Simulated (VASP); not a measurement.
Li3Ag, 8 atoms in the cell. The typed cell holds 8 atoms: a = 4.347 Å, b = 4.387 Å, c = 6.334 Å, α = 90.13°, β = 90.07°, γ = 91.46°. The cell comes from a database or a generator and needn't be the stable form of this composition. The cell isn't the ideal one: cell sheared at random, sigma 0.01, atoms nudged by 0.01 Å; volume scaled by 0.92.

| Quantity | Value |
| --- | --- |
| Program | VASP 6.6.1 |
| Task | optical spectrum |
| Functional | LMBJ |
| Potentials or basis | VASP PAW PBE potentials, release 64 (Li_sv, Ag) |
| Cutoff | 520 eV |
| k mesh | 6 × 6 × 4 |
| Occupations | gaussian, width 0.05 eV |
| Spin | no spin polarisation |
| Further INCAR settings | ALGO = Normal; EDIFF = 1e-06; NBANDS = 52 |

Potentials or basis: VASP PAW PBE potentials, release 64 (Li_sv, Ag).

Run with:

```bash
$ ase convert -i cif -o vasp Li3Ag.cif POSCAR
$ cat potpaw_PBE.64/Li_sv/POTCAR potpaw_PBE.64/Ag/POTCAR > POTCAR
$ cp INCAR.step1 INCAR
$ mpirun -np 1 vasp_std > vasp.out
$ cp INCAR.step2 INCAR
$ mpirun -np 1 vasp_std > vasp.out
```

Hardware: 1 thread of Intel(R) Xeon(R) 6975P-C (Granite Rapids), with other jobs on the host.

Problem. Estimate the wall time of this run.

Solution. Run time: 7.1 min on 1 thread of Intel(R) Xeon(R) 6975P-C (Granite Rapids), on a shared host, peak memory 0.94 GiB. Counts: scf iterations 21, k points 76.
